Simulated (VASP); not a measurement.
Here is a VASP 6.6.1 calculation.

INCAR

```
SYSTEM = ScAl3
ALGO     = Normal         ! electronic algorithm
EDIFF    = 1E-6           ! SCF threshold, eV
EDIFFG   = -0.005         ! ionic threshold
ENCUT    = 600            ! plane-wave cutoff, eV
GGA      = CA             ! functional
IBRION   = 2              ! ionic algorithm
ISIF     = 3              ! what is computed and relaxed
ISMEAR   = 0              ! smearing method
LASPH    = .True.         ! aspherical terms in the spheres
LCHARG   = .False.        ! write CHGCAR
LREAL    = .False.        ! projectors in reciprocal space
LWAVE    = .False.        ! write WAVECAR
NELM     = 80             ! most SCF steps
NSW      = 70             ! ionic steps
PREC     = Accurate       ! precision mode
SIGMA    = 0.1            ! smearing width, eV
```

Contents of KPOINTS:

```
k-points
0
Gamma
  10 10 10
  0 0 0
```

POSCAR

```
ScAl3
1.0
    4.1053305956      0.0000000000      0.0000000000
    0.0000000000      4.1053305956      0.0000000000
    0.0000000000      0.0000000000      4.1053305956
Sc Al
1 3
Direct
    0.0000000000      0.0000000000      0.0000000000
    0.5000000000      0.0000000000      0.5000000000
    0.0000000000      0.5000000000      0.5000000000
    0.5000000000      0.5000000000      0.0000000000
```

Potentials or basis: VASP PAW LDA potentials, release 64 (Sc_sv, Al).

Run with:

```console
$ cat potpaw_LDA.64/Sc_sv/POTCAR potpaw_LDA.64/Al/POTCAR > POTCAR
$ mpirun -np 1 vasp_std > vasp.out
```

Problem. What does it give for the band gap on the k mesh?

Solution. None (metal or under the smearing width).

Problem. Estimate the relaxed volume.

Solution. 16.41 Å³/atom.

Step by step:
```tsv
step	energy change (eV)	largest force (eV/Å)	pressure (GPa)	volume (Å³)
1	0.0000	0.0000	-4.58	69.19
2	-0.0453	0.0000	1.98	64.36
3	-0.0531	0.0000	0.00	65.63
```
